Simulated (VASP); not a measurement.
# CaMg (P4/mmm) in VASP: single point with LDA

Aim: the single point of CaMg with LDA.

Program: VASP 6.6.1. These are calculated values, not measurements. Logs are shortened: lines on timing, memory, paths and dates and some standing lists are left out, and cuts for length are marked.

**1. The structure**

It takes space group P4/mmm (No. 123, tetragonal). The conventional cell has a = 4.027 Å, b = 4.027 Å, c = 3.862 Å, α = 90.00°, β = 90.00°, γ = 90.00°. Around Ca (site symmetry 4/mmm) lie 8 Mg at 3.44 Å and 2 Ca at 3.86 Å. Around Mg (site symmetry 4/mmm) lie 8 Ca at 3.44 Å and 2 Mg at 3.86 Å.

The cell comes from a database or a generator and needn't be the stable form of this composition.

**2. Single point, LDA**

INCAR

```
ALGO = Fast
EDIFF = 1E-7
ENCUT = 520
GGA = CA
ISIF = 2
ISMEAR = -1
LASPH = True
LCHARG = False
LREAL = False
LWAVE = False
NBANDS = 13
NELM = 100
PREC = Accurate
SIGMA = 0.02
```

KPOINTS

```
k-points
0
Gamma
  7 7 8
```

POSCAR

```
CaMg
1.0
    4.0273723800      0.0000000000      0.0000000000
    0.0000000000      4.0273723800      0.0000000000
    0.0000000000      0.0000000000      3.8616243500
Ca Mg
1 1
Direct
    0.0000000000      0.0000000000      0.5000000013
    0.5000000000      0.5000000000      0.0000000000
```

Potentials or basis: VASP PAW LDA potentials, release 64 (Ca_sv, Mg).

Run with:

```
$ cat potpaw_LDA.64/Ca_sv/POTCAR potpaw_LDA.64/Mg/POTCAR > POTCAR
$ mpirun -np 1 vasp_std > vasp.out
```

OUTCAR:

```text
EDIFF = 1E-7
   ENCUT = 520
   GGA = CA
   ISIF = 2
   ISMEAR = -1
   LASPH = True
   LREAL = False
   NELM = 100
   PREC = Accurate

 ion  position               nearest neighbor table
   1  0.000  0.000  0.500-
   2  0.500  0.500  0.000-

  LATTYP: Found a simple tetragonal cell.
 ALAT       =     4.0273723800
 C/A-ratio  =     0.9588446227

  Lattice vectors:

 A1 = (   4.0273723800,   0.0000000000,   0.0000000000)
 A2 = (   0.0000000000,   4.0273723800,   0.0000000000)
 A3 = (   0.0000000000,   0.0000000000,   3.8616243500)

Analysis of symmetry for initial positions (statically):
=====================================================================
 Subroutine PRICEL returns:
 Original cell was already a primitive cell.

 Routine SETGRP: Setting up the symmetry group for a
 simple tetragonal supercell.

 Subroutine GETGRP returns: Found 16 space group operations
 (whereof 16 operations were pure point group operations)
 out of a pool of 16 trial point group operations.

The static configuration has the point symmetry D_4h.

Analysis of symmetry for dynamics (positions and initial velocities):
=====================================================================
 Subroutine PRICEL returns:
 Original cell was already a primitive cell.

 Routine SETGRP: Setting up the symmetry group for a
 simple tetragonal supercell.

 Subroutine GETGRP returns: Found 16 space group operations
 (whereof 16 operations were pure point group operations)
 out of a pool of 16 trial point group operations.

The dynamic configuration has the point symmetry D_4h.

 Subroutine INISYM returns: Found 16 space group operations
 (whereof 16 operations are pure point group operations),
 and found     1 'primitive' translations

----------------------------------------------------------------------------------------

                                     Primitive cell

  volume of cell :      62.6345

  direct lattice vectors                    reciprocal lattice vectors
     4.027372380  0.000000000  0.000000000     0.248300854  0.000000000  0.000000000
     0.000000000  4.027372380  0.000000000     0.000000000  0.248300854  0.000000000
     0.000000000  0.000000000  3.861624350     0.000000000  0.000000000  0.258958384

  length of vectors
     4.027372380  4.027372380  3.861624350     0.248300854  0.248300854  0.258958384

  position of ions in fractional coordinates (direct lattice)
     0.000000000  0.000000000  0.500000001
     0.500000000  0.500000000  0.000000000

  ion indices of the primitive-cell ions
   primitive index   ion index
                 1           1
                 2           2

----------------------------------------------------------------------------------------

 KPOINTS: k-points

Automatic generation of k-mesh.
 Grid dimensions read from file:
 generate k-points for:    7    7    8

 Generating k-lattice:

  Cartesian coordinates                     Fractional coordinates (reciprocal lattice)
     0.035471551  0.000000000  0.000000000     0.142857143  0.000000000  0.000000000
     0.000000000  0.035471551  0.000000000     0.000000000  0.142857143  0.000000000
     0.000000000  0.000000000  0.032369798     0.000000000  0.000000000  0.125000000

  Length of vectors
     0.035471551  0.035471551  0.032369798

  Shift w.r.t. Gamma in fractional coordinates (k-lattice)
     0.000000000  0.000000000  0.000000000

 Subroutine IBZKPT returns following result:
 ===========================================

 Found     50 irreducible k-points:

 Following reciprocal coordinates:
            Coordinates               Weight
  0.000000  0.000000  0.000000      1.000000
  0.142857  0.000000  0.000000      4.000000
  0.285714  0.000000  0.000000      4.000000
  0.428571  0.000000  0.000000      4.000000
  0.142857  0.142857  0.000000      4.000000
  0.285714  0.142857  0.000000      8.000000
[... 16 lines left out ...]
  0.285714  0.000000  0.250000      8.000000
  0.428571  0.000000  0.250000      8.000000
 [... further k-points ...]
   k-points           NKPTS =     50   k-points in BZ     NKDIM =     50   number of bands    NBANDS=     13
   number of dos      NEDOS =    301   number of ions     NIONS =      2
   total plane-waves  NPLWV =  27000
   dimension x,y,z NGX =    30 NGY =   30 NGZ =   30
   dimension x,y,z NGXF=    60 NGYF=   60 NGZF=   60
   ions per type =               1   1
   NGX,Y,Z   is equivalent  to a cutoff of  12.38, 12.38, 12.92 a.u.
   NGXF,Y,Z  is equivalent  to a cutoff of  24.77, 24.77, 25.83 a.u.
 SYSTEM =  unknown system
   PREC   = accura    normal or accurate (medium, high low for compatibility)
   ISTART =      0    job   : 0-new  1-cont  2-samecut
   ICHARG =      2    charge: 1-file 2-atom 10-const
   ISPIN  =      1    spin polarized calculation?
   LNONCOLLINEAR =      F non collinear calculations
   LSORBIT =      F    spin-orbit coupling
   LASPH  =      T    aspherical Exc in radial PAW
   ENCUT  =  520.0 eV  38.22 Ry    6.18 a.u.   7.49  7.49  7.18*2*pi/ulx,y,z
   NELM   =    100;   NELMIN=  2; NELMDL= -5     # of ELM steps
   EDIFF  = 0.1E-06   stopping-criterion for ELM
   LREAL  =      F    real-space projection
   EDIFFG = 0.1E-05   stopping-criterion for IOM
   NSW    =      0    number of steps for IOM
   IBRION =     -1    ionic relax: 0-MD 1-quasi-New 2-CG
   NFREE  =      0    steps in history (QN), initial steepest desc. (CG)
   ISIF   =      2    stress and relaxation
   ISYM   =      2    0-nonsym 1-usesym 2-fastsym
   POTIM  = 0.5000    time-step for ionic-motion
   TEBEG  =    0.0;   TEEND  =   0.0 temperature during run
   PSTRESS=    0.0 pullay stress
   NELECT =      12.0000    total number of electrons
   NUPDOWN=      -1.0000    fix difference up-down
   EMIN   =  10.00;   EMAX   =-10.00  energy-range for DOS
   EFERMI =   0.00;   METHOD = LEGACY
   ISMEAR =    -1;   SIGMA  =   0.02  broadening in eV -4-tet -1-fermi 0-gaus
   EFERMI_NEDOS =   21; number of points for ismear=-14 and -15
   IALGO  =     68    algorithm
   IMIX   =      4    mixing-type and parameters
     AMIX     =   0.40;   BMIX     =  1.00
     AMIX_MAG =   1.60;   BMIX_MAG =  1.00
  volume/ion in A,a.u.               =      31.32       211.34
  Fermi-wavevector in a.u.,A,eV,Ry     =   0.943765  1.783458 12.118615  0.890693
  Thomas-Fermi vector in A             =   2.071505
   LORBIT       =      0    0 simple, 1 ext, 2 COOP (PROOUT), +10 PAW based schemes
   GGA     = CA    functional components
   LHFCALC =     F    Hartree Fock is set to
   AEXX    =    0.0000 exact exchange contribution
   IVDW    =     0    specifies the selected vdW correction
   LEPSILON=     F    determine dielectric tensor
   LRPA    =     F    only Hartree local field effects (RPA)
 non-spin polarized calculation
 RMM-DIIS sequential band-by-band and
  energy-cutoff  :      520.00
  volume of cell :       62.63
 maximum number of plane-waves:      1710
 NGX is ok and might be reduce to    30
   NGX = 15   NGY = 15   NGZ = 15

 number of electron      12.0000000 magnetization

 Free energy of the ion-electron system (eV)
  ---------------------------------------------------
  ext. energy  EPLUGINS =         0.00000000
  ---------------------------------------------------
  free energy    TOTEN  =        -4.23898587 eV

  energy without entropy =       -4.23607955  energy(sigma->0) =       -4.23753271

 E-fermi :   1.9826     XC(G=0):  -8.3711

 val. band max:        1.9782450334   @ k =   0.0000   0.0000   0.2500
 cond. band min:       1.9918449152   @ k =   0.2857   0.2857   0.0000
 fundamental gap:      0.0135998818
 Fermi energy:         1.9826207791

 k-point     1 :       0.0000    0.0000    0.0000
  band No.  band energies     occupation
      1     -39.0868      2.00000
      2     -20.3653      2.00000
      3     -20.3653      2.00000
      4     -20.3490      2.00000
      5      -3.1331      2.00000
      6       2.9132      0.00000
      7       2.9925      0.00000
      8       5.5613      0.00000
      9       5.7281      0.00000
     10       5.7282      0.00000
     11       5.7293      0.00000
     12       5.7293      0.00000
     13       6.4926      0.00000

 k-point     2 :       0.1429    0.0000    0.0000
  band No.  band energies     occupation
      1     -39.0861      2.00000
      2     -20.3771      2.00000
      3     -20.3643      2.00000
      4     -20.3481      2.00000
      5      -2.9275      2.00000
      6       2.5332      0.00000
      7       3.0759      0.00000
      8       4.9055      0.00000
      9       5.2718      0.00000
     10       5.4295      0.00000
     11       5.7556      0.00000
     12       6.5293      0.00000
     13       7.0994      0.00000

 k-point     3 :       0.2857    0.0000    0.0000
  band No.  band energies     occupation
      1     -39.0847      2.00000
      2     -20.4036      2.00000
      3     -20.3620      2.00000
      4     -20.3459      2.00000
      5      -2.3277      2.00000
      6       1.3487      2.00000
      7       3.3392      0.00000
      8       4.3707      0.00000
      9       4.7603      0.00000
     10       5.6070      0.00000
     11       5.8188      0.00000
     12       7.5164      0.00000
     13       8.0866      0.00000
[... 305 lines left out ...]
 k-point    23 :       0.2857    0.0000    0.2500
  band No.  band energies     occupation
      1     -39.0817      2.00000
      2     -20.3984      2.00000
      3     -20.3918      2.00000
      4     -20.3578      2.00000
      5      -1.7057      2.00000
      6       1.8167      1.99950
      7       2.4755      0.00000
      8       4.0883      0.00000
      9       4.5288      0.00000
     10       5.0813      0.00000
     11       6.1171      0.00000
     12       6.5986      0.00000
     13       8.5596      0.00000

 k-point    24 :       0.4286    0.0000    0.2500
  band No.  band energies     occupation
      1     -39.0805      2.00000
      2     -20.4188      2.00000
      3     -20.3897      2.00000
      4     -20.3559      2.00000
      5      -0.8758      2.00000
      6       0.5671      2.00000
      7       2.9586      0.00000
      8       3.7527      0.00000
      9       4.3636      0.00000
     10       5.0987      0.00000
     11       6.2539      0.00000
     12       7.1359      0.00000
     13       8.1017      0.00000

 [... further k-points ...]

------------------------ aborting loop because EDIFF is reached ----------------------------------------

  FORCE on cell =-STRESS in cart. coord.  units (eV):
  Direction    XX          YY          ZZ          XY          YZ          ZX
  --------------------------------------------------------------------------------------
  -------------------------------------------------------------------------------------
  Total       -0.8027222     -0.8027222     -1.0256286      0.0000000     -0.0000000      0.0000000
  in kB      -20.5334669    -20.5334669    -26.2353651      0.0000000     -0.0000000      0.0000000
  external PRESSURE =     -22.4340996 kB  Pullay stress =       0.0000000 kB

 VOLUME and BASIS-vectors are now :
 -----------------------------------------------------------------------------
  energy-cutoff  :      520.00
  volume of cell :       62.63
      direct lattice vectors                 reciprocal lattice vectors
     4.027372380  0.000000000  0.000000000     0.248300854  0.000000000  0.000000000
     0.000000000  4.027372380  0.000000000     0.000000000  0.248300854  0.000000000
     0.000000000  0.000000000  3.861624350     0.000000000  0.000000000  0.258958384

 POSITION                                       TOTAL-FORCE (eV/Angst)
 -----------------------------------------------------------------------------------
      0.00000      0.00000      1.93081         0.000000      0.000000      0.000000
      2.01369      2.01369      0.00000         0.000000      0.000000      0.000000
 -----------------------------------------------------------------------------------
    total drift:                               -0.000000     -0.000000     -0.000005

  FREE ENERGIE OF THE ION-ELECTRON SYSTEM (eV)
  ---------------------------------------------------
  free  energy   TOTEN  =        -4.2389858744 eV

  energy  without entropy=       -4.2360795516  energy(sigma->0) =       -4.23753271
```

It took 41 s on 1 thread of Intel Xeon Platinum 8488C (Sapphire Rapids), shared host; peak memory 0.17 GiB.

What came out:

```yaml
Free_energy: -4.2390 eV
Pressure: -2.2 GPa
Band_gap_on_the_k_mesh: none (metal or under the smearing width)
```
